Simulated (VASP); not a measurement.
# SrGeTeI6 (P1) in VASP: a series of runs

One crystal, SrGeTeI6, is run at these levels: PBE; tasks: single point.

Program: VASP 6.6.1. These are calculated values, not measurements. Logs are shortened: lines on timing, memory, paths and dates and some standing lists are left out, and cuts for length are marked.

### 1 The crystal as given

The typed cell holds 9 atoms: a = 7.047 Å, b = 6.971 Å, c = 7.284 Å, α = 91.46°, β = 90.79°, γ = 61.59°.

The cell was built by a generator and needn't be a form met in nature.

### 2 Single point, PBE

Input file INCAR:

```
PREC = Accurate ; ENCUT = 520
EDIFF = 1E-6 ; ISMEAR = 1
SIGMA = 0.15 ; LREAL = F
LASPH = T ; NELM = 100
ALGO = Fast ; ISIF = 2
LWAVE = F ; LCHARG = T
GGA = PE ; LELF = T
LVHAR = T ; NBANDS = 46
```

Input file KPOINTS:

```
regular mesh
0
Gamma
  3 3 2
```

Input file POSCAR:

```
SrGeTeI6
1.0
    3.6267330000      6.0423110000     -0.0484810000
   -3.5504150000      5.9982490000     -0.0878190000
    0.0419650000     -0.0839480000      7.2834410000
Sr I Ge Te
1 6 1 1
Direct
    0.9920016848      0.0045087452     -0.0040350176
    0.3857848724      0.6232884455      0.3130684802
    0.9867113192      0.3859736669      0.3017560756
    0.6286312504      0.9877718167      0.3045913058
    1.0049349268      0.6220824157      0.6908156331
    0.6167640168      0.3846387040      0.6945933828
    0.3836686618      0.9920981478      0.6889872119
    0.6751298922      0.6652368723      0.4975839592
    0.3391328120      0.3358457405      0.5061025599
```

Potentials or basis: VASP PAW PBE potentials, release 64 (Sr_sv, I, Ge_d, Te).

The run is started by

```console
$ cat potpaw_PBE.64/Sr_sv/POTCAR potpaw_PBE.64/I/POTCAR potpaw_PBE.64/Ge_d/POTCAR potpaw_PBE.64/Te/POTCAR > POTCAR
$ mpirun -np 1 vasp_std > vasp.out
```

OUTCAR:

```text
PREC = Accurate
   ENCUT = 520
   EDIFF = 1E-6
   ISMEAR = 1
   LREAL = F
   LASPH = T
   NELM = 100
   ISIF = 2
   GGA = PE

 ion  position               nearest neighbor table
   1  0.992  0.005  0.996-   5 3.40   3 3.41   4 3.48   6 3.51   7 3.54   2 3.64
   2  0.386  0.623  0.313-   8 2.55   9 2.62   6 3.27   1 3.64
   3  0.987  0.386  0.302-   8 2.55   9 2.76   5 3.27   1 3.41
   4  0.629  0.988  0.305-   8 2.57   9 2.72   7 3.30   1 3.48
   5  0.005  0.622  0.691-   8 2.60   9 2.61   3 3.27   1 3.40
   6  0.617  0.385  0.695-   9 2.52   8 2.64   2 3.27   1 3.51
   7  0.384  0.992  0.689-   8 2.61   9 2.66   4 3.30   1 3.54
   8  0.675  0.665  0.498-   2 2.55   3 2.55   4 2.57   5 2.60   7 2.61   6 2.64
   9  0.339  0.336  0.506-   6 2.52   5 2.61   2 2.62   7 2.66   4 2.72   3 2.76

  LATTYP: Found a triclinic cell.
 ALAT       =     6.9708069773
 B/A-ratio  =     1.0296356043
 C/A-ratio  =     1.0449357844
 COS(alpha) =     0.0111706415
 COS(beta)  =     0.0254483795
 COS(gamma) =     0.5040955593

  Lattice vectors:

 A1 = (   3.5504150000,  -5.9982490000,   0.0878190000)
 A2 = (   7.1771480000,   0.0440620000,   0.0393380000)
 A3 = (   0.0419650000,  -0.0839480000,   7.2834410000)

Analysis of symmetry for initial positions (statically):
=====================================================================
 Subroutine PRICEL returns:
 Original cell was already a primitive cell.

 Routine SETGRP: Setting up the symmetry group for a
 triclinic supercell.

 Subroutine GETGRP returns: Found  1 space group operations
 (whereof  1 operations were pure point group operations)
 out of a pool of  2 trial point group operations.

The static configuration has the point symmetry C_1 .

Analysis of symmetry for dynamics (positions and initial velocities):
=====================================================================
 Subroutine PRICEL returns:
 Original cell was already a primitive cell.

 Routine SETGRP: Setting up the symmetry group for a
 triclinic supercell.

 Subroutine GETGRP returns: Found  1 space group operations
 (whereof  1 operations were pure point group operations)
 out of a pool of  2 trial point group operations.

The dynamic configuration has the point symmetry C_1 .

 Subroutine INISYM returns: Found  1 space group operations
 (whereof  1 operations are pure point group operations),
 and found     1 'primitive' translations

----------------------------------------------------------------------------------------

                                     Primitive cell

  volume of cell :     314.6426

  direct lattice vectors                    reciprocal lattice vectors
     3.626733000  6.042311000 -0.048481000     0.138825818  0.082174348  0.000147258
    -3.550415000  5.998249000 -0.087819000    -0.139856274  0.083959158  0.001773512
     0.041965000 -0.083948000  7.283441000    -0.000762225  0.001559305  0.137320106

  length of vectors
     7.047344527  6.970806977  7.284045657     0.161323442  0.163132041  0.137331074

  position of ions in fractional coordinates (direct lattice)
     0.992001685  0.004508745  0.995964982
     0.385784872  0.623288446  0.313068480
     0.986711319  0.385973667  0.301756076
     0.628631250  0.987771817  0.304591306
     0.004934927  0.622082416  0.690815633
     0.616764017  0.384638704  0.694593383
     0.383668662  0.992098148  0.688987212
     0.675129892  0.665236872  0.497583959
     0.339132812  0.335845740  0.506102560

  ion indices of the primitive-cell ions
   primitive index   ion index
                 1           1
                 2           2
                 3           3
                 4           4
                 5           5
                 6           6
                 7           7
                 8           8
                 9           9

----------------------------------------------------------------------------------------

 KPOINTS: regular mesh

Automatic generation of k-mesh.
 Grid dimensions read from file:
 generate k-points for:    3    3    2

 Generating k-lattice:

  Cartesian coordinates                     Fractional coordinates (reciprocal lattice)
     0.046275273  0.027391449  0.000049086     0.333333333  0.000000000 -0.000000000
    -0.046618758  0.027986386  0.000591171     0.000000000  0.333333333  0.000000000
    -0.000381113  0.000779652  0.068660053    -0.000000000 -0.000000000  0.500000000

  Length of vectors
     0.053774481  0.054377347  0.068665537

  Shift w.r.t. Gamma in fractional coordinates (k-lattice)
     0.000000000  0.000000000  0.000000000

 Subroutine IBZKPT returns following result:
 ===========================================

 Found     10 irreducible k-points:

 Following reciprocal coordinates:
            Coordinates               Weight
  0.000000  0.000000  0.000000      1.000000
  0.333333  0.000000 -0.000000      2.000000
  0.000000  0.333333  0.000000      2.000000
  0.333333  0.333333  0.000000      2.000000
 -0.333333  0.333333  0.000000      2.000000
  0.000000  0.000000  0.500000      1.000000
  0.333333  0.000000  0.500000      2.000000
 -0.000000  0.333333  0.500000      2.000000
  0.333333  0.333333  0.500000      2.000000
 -0.333333  0.333333  0.500000      2.000000
   k-points           NKPTS =     10   k-points in BZ     NKDIM =     10   number of bands    NBANDS=     46
   number of dos      NEDOS =    301   number of ions     NIONS =      9
   total plane-waves  NPLWV = 157464
   dimension x,y,z NGX =    54 NGY =   54 NGZ =   54
   dimension x,y,z NGXF=   108 NGYF=  108 NGZF=  108
   ions per type =               1   6   1   1
   NGX,Y,Z   is equivalent  to a cutoff of  12.74, 12.88, 12.32 a.u.
   NGXF,Y,Z  is equivalent  to a cutoff of  25.48, 25.76, 24.65 a.u.
 SYSTEM =  unknown system
   PREC   = accura    normal or accurate (medium, high low for compatibility)
   ISTART =      0    job   : 0-new  1-cont  2-samecut
   ICHARG =      2    charge: 1-file 2-atom 10-const
   ISPIN  =      1    spin polarized calculation?
   LNONCOLLINEAR =      F non collinear calculations
   LSORBIT =      F    spin-orbit coupling
   LASPH  =      T    aspherical Exc in radial PAW
   ENCUT  =  520.0 eV  38.22 Ry    6.18 a.u.  13.10 12.96 13.54*2*pi/ulx,y,z
   NELM   =    100;   NELMIN=  2; NELMDL= -5     # of ELM steps
   EDIFF  = 0.1E-05   stopping-criterion for ELM
   LREAL  =      F    real-space projection
   EDIFFG = 0.1E-04   stopping-criterion for IOM
   NSW    =      0    number of steps for IOM
   IBRION =     -1    ionic relax: 0-MD 1-quasi-New 2-CG
   NFREE  =      0    steps in history (QN), initial steepest desc. (CG)
   ISIF   =      2    stress and relaxation
   ISYM   =      2    0-nonsym 1-usesym 2-fastsym
   POTIM  = 0.5000    time-step for ionic-motion
   TEBEG  =    0.0;   TEEND  =   0.0 temperature during run
   PSTRESS=    0.0 pullay stress
   NELECT =      72.0000    total number of electrons
   NUPDOWN=      -1.0000    fix difference up-down
   EMIN   =  10.00;   EMAX   =-10.00  energy-range for DOS
   EFERMI =   0.00;   METHOD = LEGACY
   ISMEAR =     1;   SIGMA  =   0.15  broadening in eV -4-tet -1-fermi 0-gaus
   EFERMI_NEDOS =   21; number of points for ismear=-14 and -15
   IALGO  =     68    algorithm
   IMIX   =      4    mixing-type and parameters
     AMIX     =   0.40;   BMIX     =  1.00
     AMIX_MAG =   1.60;   BMIX_MAG =  1.00
  volume/ion in A,a.u.               =      34.96       235.92
  Fermi-wavevector in a.u.,A,eV,Ry     =   1.001336  1.892251 13.642204  1.002674
  Thomas-Fermi vector in A             =   2.133751
   LORBIT       =      0    0 simple, 1 ext, 2 COOP (PROOUT), +10 PAW based schemes
   GGA     = PE    functional components
   LHFCALC =     F    Hartree Fock is set to
   AEXX    =    0.0000 exact exchange contribution
   IVDW    =     0    specifies the selected vdW correction
   LEPSILON=     F    determine dielectric tensor
   LRPA    =     F    only Hartree local field effects (RPA)
 non-spin polarized calculation
 RMM-DIIS sequential band-by-band and
 Methfessel and Paxton  Order N= 1 SIGMA  =   0.15
  energy-cutoff  :      520.00
  volume of cell :      314.64
 maximum number of plane-waves:      8485
 NGX is ok and might be reduce to    54
   NGX = 27   NGY = 25   NGZ = 27

 number of electron      71.9999999 magnetization

 Free energy of the ion-electron system (eV)
  ---------------------------------------------------
  ext. energy  EPLUGINS =         0.00000000
  ---------------------------------------------------
  free energy    TOTEN  =       -13.54210840 eV

  energy without entropy =      -13.52338389  energy(sigma->0) =      -13.53586690

 E-fermi :   6.5542     XC(G=0):  -8.5061

 val. band max:        6.5335392147   @ k =   0.0000   0.0000   0.0000
 cond. band min:       6.5553632868   @ k =   0.0000   0.3333   0.0000
 fundamental gap:      0.0218240720
 Fermi energy:         6.5542297346

 k-point     1 :       0.0000    0.0000    0.0000
  band No.  band energies     occupation
      1     -31.3483      2.00000
      2     -19.5728      2.00000
      3     -19.5683      2.00000
      4     -19.5235      2.00000
      5     -19.5141      2.00000
      6     -19.4908      2.00000
[... 38 lines left out ...]
     45       8.9314     -0.00000
     46       9.1241     -0.00000

 k-point     2 :       0.3333    0.0000   -0.0000
  band No.  band energies     occupation
      1     -31.3483      2.00000
      2     -19.5728      2.00000
      3     -19.5683      2.00000
      4     -19.5235      2.00000
      5     -19.5141      2.00000
      6     -19.4908      2.00000
[... 38 lines left out ...]
     45       8.8880     -0.00000
     46       9.1513     -0.00000

 k-point     3 :       0.0000    0.3333    0.0000
  band No.  band energies     occupation
      1     -31.3483      2.00000
      2     -19.5728      2.00000
      3     -19.5683      2.00000
      4     -19.5235      2.00000
      5     -19.5141      2.00000
      6     -19.4908      2.00000
[... 38 lines left out ...]
     45       8.9766     -0.00000
     46       9.0744     -0.00000

 k-point     4 :       0.3333    0.3333    0.0000
  band No.  band energies     occupation
      1     -31.3483      2.00000
      2     -19.5728      2.00000
      3     -19.5683      2.00000
      4     -19.5235      2.00000
      5     -19.5141      2.00000
      6     -19.4908      2.00000
[... 38 lines left out ...]
     45       9.0143     -0.00000
     46       9.1462     -0.00000

 k-point     5 :      -0.3333    0.3333    0.0000
  band No.  band energies     occupation
      1     -31.3483      2.00000
      2     -19.5728      2.00000
      3     -19.5683      2.00000
      4     -19.5235      2.00000
      5     -19.5141      2.00000
      6     -19.4908      2.00000
[... 38 lines left out ...]
     45       9.2339     -0.00000
     46       9.2877     -0.00000

 k-point     6 :       0.0000    0.0000    0.5000
  band No.  band energies     occupation
      1     -31.3483      2.00000
      2     -19.5728      2.00000
      3     -19.5683      2.00000
      4     -19.5235      2.00000
      5     -19.5141      2.00000
      6     -19.4908      2.00000
[... 38 lines left out ...]
     45       9.2651     -0.00000
     46       9.4466     -0.00000

 k-point     7 :       0.3333    0.0000    0.5000
  band No.  band energies     occupation
      1     -31.3483      2.00000
      2     -19.5728      2.00000
      3     -19.5683      2.00000
      4     -19.5235      2.00000
      5     -19.5141      2.00000
      6     -19.4908      2.00000
[... 38 lines left out ...]
     45       9.0736     -0.00000
     46       9.3475     -0.00000

 k-point     8 :      -0.0000    0.3333    0.5000
  band No.  band energies     occupation
      1     -31.3483      2.00000
      2     -19.5728      2.00000
      3     -19.5683      2.00000
      4     -19.5235      2.00000
      5     -19.5141      2.00000
      6     -19.4908      2.00000
[... 38 lines left out ...]
     45       9.1502     -0.00000
     46       9.2281     -0.00000

 k-point     9 :       0.3333    0.3333    0.5000
  band No.  band energies     occupation
      1     -31.3483      2.00000
      2     -19.5728      2.00000
      3     -19.5683      2.00000
      4     -19.5235      2.00000
      5     -19.5141      2.00000
      6     -19.4908      2.00000
[... 38 lines left out ...]
     45       9.0142     -0.00000
     46       9.1654     -0.00000

 k-point    10 :      -0.3333    0.3333    0.5000
  band No.  band energies     occupation
      1     -31.3483      2.00000
      2     -19.5728      2.00000
      3     -19.5683      2.00000
      4     -19.5235      2.00000
      5     -19.5141      2.00000
      6     -19.4908      2.00000
[... 38 lines left out ...]
     45       8.6839     -0.00000
     46       9.1055     -0.00000

------------------------ aborting loop because EDIFF is reached ----------------------------------------

  FORCE on cell =-STRESS in cart. coord.  units (eV):
  Direction    XX          YY          ZZ          XY          YZ          ZX
  --------------------------------------------------------------------------------------
  -------------------------------------------------------------------------------------
  Total       41.7995652     39.6437300     33.3763379      0.8502192      1.0682715     -1.4666873
  in kB      212.8456522    201.8680224    169.9541220      4.3293621      5.4396962     -7.4684511
  external PRESSURE =     194.8892656 kB  Pullay stress =       0.0000000 kB

 VOLUME and BASIS-vectors are now :
 -----------------------------------------------------------------------------
  energy-cutoff  :      520.00
  volume of cell :      314.64
      direct lattice vectors                 reciprocal lattice vectors
     3.626733000  6.042311000 -0.048481000     0.138825818  0.082174348  0.000147258
    -3.550415000  5.998249000 -0.087819000    -0.139856274  0.083959158  0.001773512
     0.041965000 -0.083948000  7.283441000    -0.000762225  0.001559305  0.137320106

 POSITION                                       TOTAL-FORCE (eV/Angst)
 -----------------------------------------------------------------------------------
      3.62351      5.93742      7.20556         0.041973     -0.043236      0.015102
     -0.80066      6.04339      2.20678        -3.016084      0.796806     -4.678978
      2.22083      8.25185      2.11609         1.392268     -2.167203     -3.926018
     -1.21434      9.69772      2.10125         2.031355      1.882335     -4.205511
     -2.16176      3.70323      4.97664        -3.231553      1.565169      4.717285
      0.90036      5.97553      4.99535         3.244937      2.535774      5.060347
     -2.10198      8.21126      4.91247        -0.653663     -2.791721      4.095267
      0.10753      8.02783      3.53297        -0.049290      0.206205      0.513112
      0.05879      4.02115      3.64023         0.240057     -1.984129     -1.590606
 -----------------------------------------------------------------------------------
    total drift:                                0.000387     -0.000205     -0.001599

  FREE ENERGIE OF THE ION-ELECTRON SYSTEM (eV)
  ---------------------------------------------------
  free  energy   TOTEN  =       -13.5421084027 eV

  energy  without entropy=      -13.5233838917  energy(sigma->0) =      -13.53586690
```

Run time: 4.6 min. Hardware: 1 thread of Intel Xeon 6975P-C (Granite Rapids), shared host; peak memory 0.5 GiB.

What came out:

```yaml
Free_energy: -13.5421 eV
Pressure: 19.5 GPa
Largest_force: 6.524 eV/Å
Band_gap_on_the_k_mesh: none (metal or under the smearing width)
```

Forces in eV/Å, atoms in the order of the input:
```
Sr   0.042 -0.043  0.015
I   -3.016  0.797 -4.679
I    1.392 -2.167 -3.926
I    2.031  1.882 -4.206
I   -3.232  1.565  4.717
I    3.245  2.536  5.060
I   -0.654 -2.792  4.095
Ge  -0.049  0.206  0.513
Te   0.240 -1.984 -1.591
```

Levels at points of the mesh, in eV from the Fermi level:
```tsv
k point	band 34	band 35	band 36	band 37	band 38	band 39
(0.00, 0.00, 0.00)	-3.50	-2.14	-0.02	0.31	0.37	1.02
(0.00, 0.00, 0.50)	-3.14	-1.80	-0.48	-0.20	-0.10	1.35
```

Caveat: the k mesh is coarse (spacing up to 0.43 Å⁻¹), so the values aren't converged; so large a pressure means that the cell lies far from this level's equilibrium, or that cutoff or potentials fall short; forces of over 1 eV/Å show positions far from the minimum, so gaps and moduli don't describe the material at rest.

(Part 1 of 2 ends here.)
